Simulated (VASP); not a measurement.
Cd (hcp): the cohesive energy from VASP (plane waves, PAW) at several levels of theory. Atoms are spin-polarised in a large box without symmetry, with the spin fixed by Hund's rule, and may not be in the lowest state of each functional; no zero-point energy is added.

```
level   cohesive energy (eV/atom)  error against measurement
------  -------------------------  -------------------------
PBE                          0.73                    -38.4 %
revPBE                       0.40                    -66.0 %
PW91                         0.76                    -35.6 %
```

Measured: 1.18 eV/atom at 0 K (as given by Subrata Jana et al., The Journal of Chemical Physics (2018), arXiv:1807.00350; finite-temperature (and zero-point) corrections as in the cited sets).

The cell of the PBE run:

```
Cd
1.0
    1.50499    -2.60671     0.00000
    1.50499     2.60671     0.00000
    0.00000     0.00000     5.94185
Cd
2
Direct
  0.33333   0.66667   0.25000
  0.66667   0.33333   0.75000
```

Only levels that ran to the end are used. Left out are those held back, those with too coarse a band path, GW runs whose mesh misses a band edge, hybrids' fits of cells that aren't cubic and levels without matching references; a question may draw on a part of the rest.

The compound is Cd in the hcp structure.
